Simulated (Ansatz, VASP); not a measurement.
## B12Ru: VASP beside Ansatz

```
B Ru
1.0
     4.48702    0.00000    0.00000
     0.00000    4.48702    0.00000
     0.00000    0.00000    4.48702
B Ru
12 1
Direct
  0.50000 0.78983 0.78983
  0.50000 0.21017 0.78983
  0.50000 0.78983 0.21017
  0.50000 0.21017 0.21017
  0.78983 0.50000 0.78983
  0.78983 0.50000 0.21017
  0.21017 0.50000 0.78983
  0.21017 0.50000 0.21017
  0.78983 0.78983 0.50000
  0.21017 0.78983 0.50000
  0.78983 0.21017 0.50000
  0.21017 0.21017 0.50000
  0.00000 0.00000 0.00000
```

Alike in both runs: functional PBE; k mesh 8 × 8 × 8; occupations gaussian, width 0.1 eV; no spin polarisation.

Ansatz relaxed the structure, and its values are those at the end. VASP's run is a single point on that final structure, the one shown.

```csv
,VASP,Ansatz
version,VASP 6.6.1,Ansatz 0.2.0
potentials or method,"VASP PAW PBE potentials, release 64 (B, Ru_pv)","scalar-relativistic, plane waves, PAW"
plane-wave cutoff (eV),520,420
valence electrons in the cell,50,52
```

Ansatz gave:

```
gap on the k mesh at the Fermi level (eV) : none
pressure (GPa)                            : 0.0
rms of the force components (eV/Å)        : 0.007
```

Problem. Which values does VASP return?

Solution. gap on the k mesh at the Fermi level (eV): none; pressure (GPa): 0.0; rms of the force components (eV/Å): 0.008.

A gap of «none» marks a metal or a gap that the smearing closes. The functional is the same, so the differences come from potentials, cutoffs and numerics. The two sets of potentials don't hold the same shells in valence.
